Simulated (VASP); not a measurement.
VASP ran on this input.

INCAR:
```
SYSTEM = Na2S
PREC = Accurate
ENCUT = 480
EDIFF = 1E-7
NELM = 100
ALGO = Normal
LREAL = .FALSE.
LASPH = .TRUE.
ISMEAR = 0
SIGMA = 0.05
GGA = PS
LWAVE = .FALSE.
LCHARG = .FALSE.
ISIF = 2
```

### POSCAR
```
Na2S
1
    0.0000000000     3.2169982447     3.2169982447
    3.2169982447     0.0000000000     3.2169982447
    3.2169982447     3.2169982447     0.0000000000
Na S
2 1
Direct
  0.2500000000   0.2500000000   0.2500000000
  0.7500000000   0.7500000000   0.7500000000
  1.0000000000   0.0000000000   0.0000000000
```

### KPOINTS
```
Automatic mesh
0
Gamma
6 6 6
0 0 0
```

POTCAR, in this order: Na_pv S (PBE.64 set). Program: vasp_std.

Question: Translate this PBEsol calculation to Quantum ESPRESSO's pw.x.

Answer: One equivalent input (not run):
```
&CONTROL
  calculation = 'scf'
  pseudo_dir = './pseudo'
  outdir = './out'
  tprnfor = .true.
  tstress = .true.
/
&SYSTEM
  ibrav = 0
  nat = 3
  ntyp = 2
  ecutwfc = 88
  occupations = 'smearing'
  smearing = 'gaussian'
  degauss = 0.003675
  input_dft = 'pbesol'
/
&ELECTRONS
  conv_thr = 7.3e-09
  electron_maxstep = 100
/
ATOMIC_SPECIES
  Na 22.990 Na.upf
  S 32.060 S.upf
CELL_PARAMETERS angstrom
     0.0000000    3.2169982    3.2169982
     3.2169982    0.0000000    3.2169982
     3.2169982    3.2169982    0.0000000
ATOMIC_POSITIONS crystal
  Na   0.2500000  0.2500000  0.2500000
  Na   0.7500000  0.7500000  0.7500000
  S    1.0000000  0.0000000  0.0000000
K_POINTS automatic
  6 6 6 0 0 0
```
Limits of the translation: the potentials are each code's own (VASP's PAW set, PseudoDojo norm-conserving files in pw.x), so ENCUT and ecutwfc are chosen apart and not converted; conv_thr bounds pw.x's estimated SCF error, while EDIFF bounds the energy change between steps.

The compound is Na2S in the antifluorite structure. This cell was strained or had an atom moved on purpose.
